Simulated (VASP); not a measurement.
Calculation: PBE GGA, VASP's PBE PAW potentials (set 64) (plane waves; VASP 6.6.1).

Input for VASP

### KPOINTS
```
Automatic mesh
0
Gamma
10 10 10
0 0 0
```

**INCAR**
```
LMAXMIX = 4
ISMEAR = 1   # Methfessel-Paxton
PREC = Accurate
EDIFF = 1E-7
LREAL = F   # projection in real space or not
SIGMA = 0.1   # width (eV)
SYSTEM = NiSi2
LWAVE = F
LASPH = T   # aspherical one-centre terms
ENCUT = 520   # plane-wave cut-off (eV)
NELM = 100   # most electronic steps
LCHARG = F
ALGO = Normal   # blocked Davidson
ISIF = 2   # forces and stress, cell fixed
GGA = PE   # PBE
```

**POSCAR**
```
NiSi2
1
    0.0000000000     2.6989791182     2.6989791182
    2.6989791182     0.0000000000     2.6989791182
    2.6989791182     2.6989791182     0.0000000000
Si Ni
2 1
Direct
  0.2500000000   0.2500000000   0.2500000000
  0.7500000000   0.7500000000   0.7500000000
  0.0000000000   0.0000000000   0.0000000000
```

POTCAR, in this order: Si Ni (PBE.64 set). Program: vasp_std.

Output of the run:

OUTCAR:
```
 ion  position               nearest neighbor table
   1  0.250  0.250  0.250-   3 2.34   3 2.34   3 2.34   3 2.34   2 2.70   2 2.70   2 2.70   2 2.70
                             2 2.70   2 2.70
   2  0.750  0.750  0.750-   3 2.34   3 2.34   3 2.34   3 2.34   1 2.70   1 2.70   1 2.70   1 2.70
                             1 2.70   1 2.70
   3  0.000  0.000  0.000-   2 2.34   2 2.34   2 2.34   1 2.34   1 2.34   1 2.34   2 2.34   1 2.34
  LATTYP: Found a face centered cubic cell.
 ALAT       =     5.3979582364
 Subroutine PRICEL returns:
 Original cell was already a primitive cell.
 Subroutine GETGRP returns: Found 48 space group operations
The static configuration has the point symmetry O_h .
The dynamic configuration has the point symmetry O_h .
 Subroutine INISYM returns: Found 48 space group operations
 Subroutine IBZKPT returns following result:
 Found     47 irreducible k-points:

 Following reciprocal coordinates:
            Coordinates               Weight
  0.000000  0.000000  0.000000      1.000000
  0.100000  0.000000  0.000000      8.000000
  0.200000  0.000000  0.000000      8.000000
  0.300000  0.000000  0.000000      8.000000
  0.400000  0.000000  0.000000      8.000000
  0.500000  0.000000  0.000000      4.000000
...
```

**OSZICAR**
```
       N       E                     dE             d eps       ncg     rms          rms(c)
DAV:   1     0.721406095696E+02    0.72141E+02   -0.80729E+03  1222   0.143E+03
DAV:   2    -0.151761737655E+02   -0.87317E+02   -0.82046E+02  1267   0.252E+02
DAV:   3    -0.193170972264E+02   -0.41409E+01   -0.40061E+01  1647   0.611E+01
DAV:   4    -0.193983289580E+02   -0.81232E-01   -0.80450E-01  1421   0.810E+00
DAV:   5    -0.194005598247E+02   -0.22309E-02   -0.22296E-02  1611   0.140E+00    0.165E+01
DAV:   6    -0.240836452576E+02   -0.46831E+01   -0.54867E+01  1328   0.184E+02    0.252E+01
DAV:   7    -0.174642636714E+02    0.66194E+01   -0.15921E+01  1470   0.115E+02    0.399E+00
DAV:   8    -0.174030298198E+02    0.61234E-01   -0.22310E+00  1769   0.254E+01    0.263E+00
DAV:   9    -0.173577341252E+02    0.45296E-01   -0.27274E-01  1514   0.108E+01    0.587E-01
DAV:  10    -0.173564942556E+02    0.12399E-02   -0.95209E-03  1731   0.194E+00    0.273E-01
DAV:  11    -0.173566268411E+02   -0.13259E-03   -0.88008E-04  1487   0.252E-01    0.438E-02
DAV:  12    -0.173566602039E+02   -0.33363E-04   -0.35584E-05  1527   0.777E-02    0.203E-02
DAV:  13    -0.173566616013E+02   -0.13974E-05   -0.20486E-05  1462   0.929E-02    0.829E-03
DAV:  14    -0.173566617926E+02   -0.19125E-06   -0.17304E-06  1588   0.123E-02    0.447E-03
DAV:  15    -0.173566617928E+02   -0.25943E-09   -0.44397E-07  1500   0.158E-02
   1 F= -.17356662E+02 E0= -.17356293E+02  d E =-.110756E-02
```

File OUTCAR:
```
------------------------ aborting loop because EDIFF is reached ----------------------------------------
  FORCE on cell =-STRESS in cart. coord.  units (eV):
  Direction    XX          YY          ZZ          XY          YZ          ZX
  --------------------------------------------------------------------------------------
  Total        0.9761323      0.9761323      0.9761323     -0.0000000     -0.0000000     -0.0000000
  in kB       39.7732134     39.7732134     39.7732134     -0.0000000     -0.0000000     -0.0000000
  external PRESSURE =      39.7732134 kB  Pullay stress =       0.0000000 kB
  volume of cell :       39.32
      direct lattice vectors                 reciprocal lattice vectors
     0.000000000  2.698979118  2.698979118    -0.185255231  0.185255231  0.185255231
     2.698979118  0.000000000  2.698979118     0.185255231 -0.185255231  0.185255231
     2.698979118  2.698979118  0.000000000     0.185255231  0.185255231 -0.185255231
 POSITION                                       TOTAL-FORCE (eV/Angst)
 -----------------------------------------------------------------------------------
      1.34949      1.34949      1.34949        -0.000000     -0.000000      0.000000
      4.04847      4.04847      4.04847         0.000000      0.000000     -0.000000
      0.00000      0.00000      0.00000        -0.000000     -0.000000     -0.000000
 -----------------------------------------------------------------------------------
    total drift:                               -0.000000     -0.000000      0.000000
  FREE ENERGIE OF THE ION-ELECTRON SYSTEM (eV)
  ---------------------------------------------------
  free  energy   TOTEN  =       -17.3566617928 eV

  energy  without entropy=      -17.3555542370  energy(sigma->0) =      -17.35629261
```
(Selected blocks of OUTCAR.)

The compound is NiSi2 in the fluorite structure. This cell is one point of a volume scan, at 0.97 of the reference volume. The run is not spin-polarised, so no magnetic state was tried.
